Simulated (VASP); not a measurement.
Computed with PBE GGA, VASP's PBE PAW potentials (set 64) (plane waves; VASP).

VASP input:

File POSCAR:
```
P
1
    1.6881000000    -5.3448000000    -0.0000000000
    1.6881000000     5.3448000000     0.0000000000
    0.0000000000     0.0000000000     4.4676000000
P
4
Direct
  0.1017000000   0.8983000000   0.9194000000
  0.3983000000   0.6017000000   0.4194000000
  0.6017000000   0.3983000000   0.5806000000
  0.8983000000   0.1017000000   0.0806000000
```

### INCAR
```
# general
SYSTEM=P
PREC  =Accurate
ENCUT =400
LREAL =.FALSE.
LASPH =.TRUE.

# electronic loop
EDIFF =1E-6
NELM  =100
ALGO  =Normal

# smearing
ISMEAR=0
SIGMA =0.05

# functional
GGA   =PE

# ions
ISIF  =2

# output
LWAVE =.FALSE.
LCHARG=.FALSE.
```

File KPOINTS:
```
Automatic mesh
0
Monkhorst-Pack
4 4 3
0 0 0
```

POTCAR, in this order: P (PBE.64 set). Program: vasp_std.

Question: What does the run give for the energy per atom (σ→0), pressure, largest force?

Answer: 
| Item | Result |
|---|---|
| energy per atom (σ→0) | -5.336 eV/atom |
| pressure | -21.6 kbar |
| largest force | 0.441 eV/Å |

File OSZICAR:
```
...
DAV:   6    -0.213827858511E+02    0.85935E-01   -0.46622E-02   396   0.132E+00    0.559E+00
DAV:   7    -0.213436652716E+02    0.39121E-01   -0.86474E-02   426   0.188E+00    0.202E-01
DAV:   8    -0.213440119033E+02   -0.34663E-03   -0.62580E-03   378   0.547E-01    0.103E-01
DAV:   9    -0.213440985878E+02   -0.86684E-04   -0.26292E-04   474   0.120E-01    0.644E-02
DAV:  10    -0.213441315043E+02   -0.32917E-04   -0.38381E-05   366   0.404E-02    0.221E-02
DAV:  11    -0.213441398658E+02   -0.83615E-05   -0.10889E-05   408   0.273E-02    0.752E-03
DAV:  12    -0.213441403022E+02   -0.43635E-06   -0.40551E-07   228   0.487E-03
   1 F= -.21344140E+02 E0= -.21344140E+02  d E =-.183976E-12
```

The compound is P in the black structure. The cell was not relaxed at this level. The k-mesh is coarse (spacing up to 0.49 per Å, 2π included), so the numbers may not be converged in it. The run is one of a series of settings (KPOINTS 4×4×3 Monkhorst-Pack mesh against the base run), some of them coarse on purpose.
